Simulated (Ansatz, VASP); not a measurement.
**RuF2 (1T RuF2 monolayer) in two plane-wave programs**

Wanted: the spread between two codes on one cell, functional and k mesh. The structure shown is the start of the Ansatz relaxation below; VASP solves that cell, so the two are compared at the walk's first step.

Method: plane waves, with VASP 6.6.1 beside it; single point at PBE, DFT+U, in Ansatz 0.2.0.

### Step 1. Starting point

The cell holds 3 atoms: 1 Ru and 2 F. Its edges and angles: a = 2.785 Å, b = 2.785 Å, c = 15.340 Å, α = 90.0°, β = 90.0°, γ = 120.0°. As first built, before any earlier steps moved the atoms (in the runner's words): own sheet built from covalent radii; start for a relaxation. Vacuum lies along c.

### Step 2. Ansatz: relaxation, PBE, DFT+U

Ansatz runs on its default PAW (the set named soft_2) files.

The two programs are compared at the cell with which this relaxation starts, whose forces are those of its first step.

input.yaml reads:

```yaml
crystal:
  lattice:
    - [2.78516, 0.0, 0.0]
    - [-1.39258, 2.412019, 0.0]
    - [0.0, 0.0, 15.34]
  atoms:
    - { symbol: Ru, position: [0.0, 0.0, 0.5], spin: 2.0 }
    - { symbol: F, position: [0.33333333, 0.66666667, 0.57635769] }
    - { symbol: F, position: [0.66666667, 0.33333333, 0.42364231] }
magnetization:
  spin_polarized: true
kpoints:
  mp_grid: { grid: [7, 7, 1] }
scf:
  occupations: { method: fermi_dirac, width: 0.05 }
  max_iter: 100
hamiltonian:
  xc: pbe
  hubbard: { sites: [{ species: Ru, l: d, u_eff: 1.0 }] }
relax:
  adjacent_minimum: "off"
  f_tol: 0.05
  max_steps: 40
  cell: { fix: [c, alpha, beta] }
```

On the command line:

```bash
$ ansatz run input.yaml --threads 4 --pin off --max-ram 10240MiB --backend cpu --events-out ev --progress --plain --runs-dir out
```

Numbers of over 12 decimals in the logs are rounded to 6 here.

Output:

```text
Ru: projections on atomic orbitals take those of the free atom [Ar 3d10] 4s2 4p6 4d7 5s1, of charge +0.00 (hamiltonian.pseudopotentials.projection_atoms); the dataset's partial waves leave at most 8.1e-6 of an orbital's norm unspanned inside its sphere
F: projections on atomic orbitals take those of the free atom [He] 2s2 2p5, of charge +0.00 (hamiltonian.pseudopotentials.projection_atoms); the dataset's partial waves leave at most 1.6e-8 of an orbital's norm unspanned inside its sphere
Engine: ansatz 0.2.0, aarch64-unknown-linux-gnu
Pseudopotentials: kind: paw
Pseudopotential: Ru, paw, valence charge 16, recommended cutoff 420 eV (normal), Ru.paw.azcp
Pseudopotential: F, paw, valence charge 7, recommended cutoff 420 eV (normal), F.paw.azcp
Functional definition: PBE
  parameter kappa = 0.804
  parameter beta = 0.066725
  exchange = pbe_x(kappa = kappa, mu = beta*pi^2/3)
  correlation = pbe_c(beta = beta)
Crystal: 3 atoms, lattice volume = 103.052 Å³
Basis set: ecut = 420 eV, 2055 PW (Γ), exchange–correlation on 40×40×216 points (8 copies of the dense FFT grid, shifted against one another)
Bands: 20, of which v1, the nominal top of the filled ones, is band 15 counted from 1 (14 counted from 0)
Symmetry: 12 space group operations
Space group: P-3m1 (ITA 164), of the structure as read, at distance tolerance 4.7e-5 Å
Magnetic group: BNS 164.85 (UNI 1315), of the structure as read, at distance tolerance 4.7e-5 Å
k-points: 8 of 49
Non-local potential: Ru, projectors of the file, l = 0: 3, l = 1: 2, l = 2: 2, l = 3: 1
Non-local potential: F, projectors of the file, l = 0: 2, l = 1: 2, l = 2: 1
PAW form: soft (Blöchl's): semilocal exchange-correlation on the pseudo side does not see the compensation charge
PAW one-centre angular grid: Ru, 590 points (default); XC on 64 Gauss nodes
PAW one-centre angular grid: F, 110 points (default); XC on 64 Gauss nodes
Initial density: superposition of atomic densities (neutral atoms: chi_scale 0, normalization atom)
Starting moments: Σ|m| = 2 μB on 1 of 3 sites
Initial wavefunctions: pseudopotential atomic-orbital guess
Functional: x = pbe(κ = 0.804, μ = 0.219515), c = pbe(β = 0.066725)
SCF iter   1: F=—  HF=-7490.510473 eV  |F-HF|=—  |Δ(HF+E_count)|=         —  Δρ=4.26e-2 (↑4.26e-2 ↓3.97e-2)  dr2=4.12e0  dr2_m=5.12e-2  M=1.581 μB ∫|m|=1.582 μB  β_m=0.30  ethr=3.10e-3  ⟨swp⟩=8.0  Hψ=1800  notcnv=0
preconditioner: auto → none  [insulator: Δε(μ)=0.149 eV  Ē_g=15.731 eV  σ=0.050 eV  W_gap=0.51  n_scr=10 (ndim 8)  ℏωp=17.2 eV  f_vac=0.681  D(μ)=3.11/eV (n_scr^D=10)  ε∞_Penn≈2.2]
SCF iter   2: F=—  HF=-7489.793789 eV  |F-HF|=—  |Δ(HF+E_count)|=   7.17e-1  Δρ=3.18e-2 (↑2.71e-2 ↓3.18e-2)  dr2=5.01e-1  dr2_m=2.89e-1  M=0.846 μB ∫|m|=0.864 μB  β_m=0.30  ethr=3.10e-3  ⟨swp⟩=3.3  Hψ=849  notcnv=0  defer=3
SCF iter   3: F=—  HF=-7489.962966 eV  |F-HF|=—  |Δ(HF+E_count)|=   1.69e-1  Δρ=2.58e-2 (↑2.49e-2 ↓2.58e-2)  dr2=2.48e-1  dr2_m=2.70e-1  M=0.628 μB ∫|m|=0.668 μB  β_m=0.30  ethr=1.67e-3  ⟨swp⟩=2.1  Hψ=436  notcnv=0  defer=3
SCF iter   4: F=—  HF=-7490.122606 eV  |F-HF|=—  |Δ(HF+E_count)|=   1.60e-1  Δρ=1.79e-2 (↑1.79e-2 ↓1.64e-2)  dr2=1.78e-2  dr2_m=2.69e-1  M=0.368 μB ∫|m|=0.448 μB  β_m=0.30  ethr=8.26e-4  ⟨swp⟩=3.2  Hψ=629  notcnv=0  defer=4
SCF iter   5: F=—  HF=-7490.277995 eV  |F-HF|=—  |Δ(HF+E_count)|=   1.55e-1  Δρ=1.98e-2 (↑1.85e-2 ↓1.98e-2)  dr2=2.84e-2  dr2_m=3.19e-1  M=0.054 μB ∫|m|=0.198 μB  β_m=0.30  ethr=5.92e-5  ⟨swp⟩=2.8  Hψ=622  notcnv=0  defer=4
SCF iter   6: F=—  HF=-7490.407106 eV  |F-HF|=—  |Δ(HF+E_count)|=   1.29e-1  Δρ=1.46e-2 (↑1.42e-2 ↓1.46e-2)  dr2=4.78e-3  dr2_m=1.90e-1  M=0.006 μB ∫|m|=0.130 μB  β_m=0.30  ethr=5.92e-5  ⟨swp⟩=1.8  Hψ=477  notcnv=0  defer=4
SCF iter   7: F=—  HF=-7490.481791 eV  |F-HF|=—  |Δ(HF+E_count)|=   7.47e-2  Δρ=1.05e-2 (↑1.01e-2 ↓1.05e-2)  dr2=5.29e-4  dr2_m=1.00e-1  M=0.001 μB ∫|m|=0.098 μB  β_m=0.30  ethr=1.59e-5  ⟨swp⟩=2.6  Hψ=613  notcnv=0  defer=4
SCF iter   8: F=—  HF=-7490.521006 eV  |F-HF|=—  |Δ(HF+E_count)|=   3.92e-2  Δρ=7.48e-3 (↑7.48e-3 ↓7.47e-3)  dr2=1.37e-4  dr2_m=5.26e-2  M=0.000 μB ∫|m|=0.074 μB  β_m=0.30  ethr=1.76e-6  ⟨swp⟩=2.2  Hψ=622  notcnv=0  defer=4
SCF iter   9: F=—  HF=-7490.541414 eV  |F-HF|=—  |Δ(HF+E_count)|=   2.04e-2  Δρ=5.46e-3 (↑5.46e-3 ↓5.38e-3)  dr2=3.35e-5  dr2_m=2.78e-2  M=0.000 μB ∫|m|=0.057 μB  β_m=0.30  ethr=4.57e-7  ⟨swp⟩=2.9  Hψ=662  notcnv=0  defer=3
Mixer restart at iter 9: flushing history
spin-set hold released at iteration 9 (site moments contracting): the magnetisation degrees of freedom join the quasi-Newton model from the next iteration; the mixer history was flushed
[...]
the starting moments were not kept: the SCF closed with an absolute magnetisation of 1.1e-5 μB, where they sum to 2 μB in size (1 site). That is at most 0.1 of that sum. Measured as dr2_m measures the in/out step, that magnetisation stands 5.0e-11 eV from none, at or under the dr2_threshold of 1.1e-7 eV: it is no larger than a step whose dr2_m would equal this threshold.
SCF 12 converged in 10 iterations: F = -7491.975127 eV  dr2 = 2.40e-10
relax step  12: F+E_penalty+E_count = -7491.97512682 eV  Δ(F+E_penalty+E_count) = +4.348e-4 eV  max|allowed force component| = 5.811e-4 eV/Å  Δτ_max = 0.0075 Å  P = +0.020 GPa  Ω = 140.683 Å³  energy of the carried Pulay correction = -1.121e-3 eV  fix = [c, alpha, beta]  reactions: c +0.001 GPa  (10 SCF iters, dr2 threshold 1.11e-7 eV, accepted)
[...]
preconditioner: auto → none  [insulator: Δε(μ)=1.446 eV  Ē_g=13.100 eV  σ=0.050 eV  W_gap=1.00  n_scr=10 (ndim 8)  ℏωp=14.7 eV  f_vac=0.718  D(μ)=0.00/eV (n_scr^D=0)  ε∞_Penn≈2.3]
SCF iter   2: F=—  HF=-7491.976067 eV  |F-HF|=—  |Δ(HF+E_count)|=   2.56e-5  Δρ=1.21e-5 (↑1.21e-5 ↓1.21e-5)  dr2=1.00e-7  dr2_m=1.32e-11  M=0.000 μB ∫|m|=0.000 μB  β_m=0.45  ethr=9.12e-10  ⟨swp⟩=2.2  Hψ=494  notcnv=0
SCF iter   3: F=—  HF=-7491.976098 eV  |F-HF|=—  |Δ(HF+E_count)|=   3.09e-5  Δρ=5.37e-6 (↑5.37e-6 ↓5.32e-6)  dr2=4.53e-8  dr2_m=6.15e-12  M=0.000 μB ∫|m|=0.000 μB  β_m=0.42  ethr=3.33e-10  ⟨swp⟩=2.0  Hψ=458  notcnv=0
SCF iter   4: F=—  HF=-7491.976107 eV  |F-HF|=—  |Δ(HF+E_count)|=   9.49e-6  Δρ=1.10e-6 (↑1.07e-6 ↓1.10e-6)  dr2=1.85e-9  dr2_m=3.28e-12  M=0.000 μB ∫|m|=0.000 μB  β_m=0.50  ethr=1.51e-10  ⟨swp⟩=2.0  Hψ=494  notcnv=0
SCF iter   5: F=—  HF=-7491.976108 eV  |F-HF|=—  |Δ(HF+E_count)|=   1.08e-6  Δρ=2.20e-7 (↑2.18e-7 ↓2.20e-7)  dr2=1.27e-10  dr2_m=1.87e-12  M=-0.000 μB ∫|m|=0.000 μB  β_m=0.63  ethr=6.17e-12  ⟨swp⟩=2.9  Hψ=558  notcnv=0
iter 6 met the thresholds in force, and the SCF goes on: an eigenvalue changes by 2.26 meV, over its tolerance of 0.05 meV (output.eigenvalues, Limitations)
SCF iter   6: F=-7491.976108 eV  HF=-7491.976108 eV  |F-HF|=1.55e-8  |Δ(HF+E_count)|=   7.11e-8  Δρ=1.23e-7 (↑1.15e-7 ↓1.23e-7)  dr2=2.93e-11  dr2_m=1.16e-12  M=-0.000 μB ∫|m|=0.000 μB  β_m=0.60  ethr=1.00e-12  ⟨swp⟩=7.0  Hψ=1614  notcnv=0
iter 7 met the thresholds in force, and the SCF goes on: an eigenvalue changes by 0.054 meV, over its tolerance of 0.050 meV (output.eigenvalues, Limitations)
SCF iter   7: F=-7491.976108 eV  HF=-7491.976108 eV  |F-HF|=3.34e-10  |Δ(HF+E_count)|=   1.52e-8  Δρ=5.06e-8 (↑4.30e-8 ↓5.06e-8)  dr2=4.11e-12  dr2_m=7.38e-13  M=-0.000 μB ∫|m|=0.000 μB  β_m=1.00  ethr=1.00e-12  ⟨swp⟩=5.1  Hψ=1488  notcnv=0
Mixer restart at iter 7: flushing history
SCF iter   8: F=-7491.976108 eV  HF=-7491.976108 eV  |F-HF|=2.00e-11  |Δ(HF+E_count)|=  3.32e-10  Δρ=7.51e-8 (↑7.51e-8 ↓7.03e-8)  dr2=1.86e-11  dr2_m=3.83e-13  M=-0.000 μB ∫|m|=0.000 μB  ethr=1.00e-12  ⟨swp⟩=5.0  Hψ=1495  notcnv=0
the starting moments were not kept: the SCF closed with an absolute magnetisation of 2.3e-6 μB, where they sum to 2 μB in size (1 site). That is at most 0.1 of that sum. Measured as dr2_m measures the in/out step, that magnetisation stands 2.6e-12 eV from none, at or under the dr2_threshold of 3.0e-11 eV: it is no larger than a step whose dr2_m would equal this threshold.
SCF 13 converged in 8 iterations: F = -7491.976108 eV  dr2 = 1.86e-11
relax step  13: F+E_penalty+E_count = -7491.97610840 eV  Δ(F+E_penalty+E_count) = -9.816e-4 eV  max|allowed force component| = 5.221e-4 eV/Å  Δτ_max = 0.0000 Å  P = +0.022 GPa  Ω = 140.683 Å³  fix = [c, alpha, beta]  reactions: c -0.002 GPa  stress off target by 3.42e-2 GPa on what of the cell is left free  SCF on the basis re-selected at this cell (its energy is not comparable with the rows above)  (8 SCF iters)
basis re-selected at this cell: Δ(F+E_penalty+E_count) = -9.816e-4 eV, ΔP = +0.002 GPa vs the last step (what re-selecting the basis moved, of the pressure what is left beyond the Pulay correction that the steps carried, after the strain that the cell walked since its last selection, with what the two solves' SCF thresholds leave and, on support functions, any second-order correction that the steps lacked; it is no m [...]
SCF converged after 8 iterations
an eigenvalue changed by more than its tolerance at an iteration that met the thresholds in force, so the SCF went on 2 times, its first undamped step at iteration 7: the last check found none over its tolerance
Magnetization: -0.0000 μB (15.0000 up, 15.0000 down)
Absolute magnetization: 0.0000 μB (∫|ρ↑−ρ↓|, with the PAW one-centre terms)
Spin contamination: 0.0000 ħ² per cell (⟨S²⟩ above its minimum at these occupations)
Per-site moments (μB) at R_I (Å): [(1.6690724952909463e-8, 0.879084), (-4.5780886135647934e-8, 0.879084), (-4.578088615612542e-8, 0.879084)]
Free energy (F): -7491.976108 eV
Harris-Foulkes:  -7491.976108 eV  (|F-HF|=2.00e-11)
Internal energy: -7491.976108 eV  (E = F + TS)
E sigma→0 (E₀):  -7491.976108 eV
Entropy (-TS):   -0.000000 eV (-0.000 meV/atom)
Fermi energy:    -0.754492 eV
--- Per-component energies (eV) ---
  E_band       = -618.306643
  E_kinetic    = 924.584617
  E_local      = -17876.989797  (includes V_loc(G=0)·N_el)
  E_nonlocal   = 497.007821
  E_hartree    = 8316.984696
  E_xc         = -345.893065
  E_vxc        = -437.938819  (∫ρ·V_xc dr)
  E_hubbard    = 0.343185  (on-site DFT+U / exact-exchange correction)
  E_vhub       = -2.698569  (the Hubbard potential's part of the band-sum identity)
  E_paw        = -3863.766645  (= ΣΔE_a)
  E_vpaw       = -356.244998  (= ΣTr[D̂ρ^β])
  E_aug_tail   = 0.003792  (compensation charges beyond the density's cutoff)
  E_ewald      = 4855.749287
  E_smearing   = -0.000000  (= −TS)
  E_closure    = -0.000000  (closes the sum)
  Σ components = -7491.976108   (vs F -7491.976108, Δ=0.00e0)
--- Forces (eV/Å), atoms counted from 1 ---
  atom   1  Ru     0.00000000     0.00000000     0.00000000
  atom   2  F     -0.00000000     0.00000000    -0.00052215
  atom   3  F      0.00000000     0.00000000     0.00052215
  max |Σ_I F_I| component: 3.47e-18 eV/Å
--- Stress (GPa, compression-positive) ---
        0.034168       0.000000       0.000000
        0.000000       0.034168      -0.000000
        0.000000       0.000000      -0.001602
  P = ⅓ Tr σ = 0.0222 GPa (0.222 kbar)
Occupation matrices written to <dir>
--- Relaxed structure (10 steps of the walk, 10 accepted, 3 SCFs on fresh bases) ---
  F+E_penalty+E_count = -7491.97610840 eV   max|allowed force component| = 5.221e-4 eV/Å   (the final SCF, on the basis selected at the relaxed cell)
  cell:  # Å, volume = 140.6827 Å³
    - [3.254185, 0, 0]
    - [-1.627093, 2.818207, 0]
    - [0, 0, 15.34]
  atoms:
    - { symbol: Ru, position: [0, 0, 0.500000] }
    - { symbol: F, position: [0.333333, 0.666667, 0.565570] }
    - { symbol: F, position: [0.666667, 0.333333, 0.434430] }
```

[end of part 1 of 2]

[Lines on the potential files, build, host, timing and source positions are cut from VASP's logs without a mark.]

[Logs are printed without paths, hosts, clocks, repeated set-up lines and the standing remarks that a program may print on its own settings, such as how far it seeks lower states.]

[Hosts, paths, dates, database ids (printed as entryN), source tags and the programs' standing remarks are cut or masked in the printed files.]
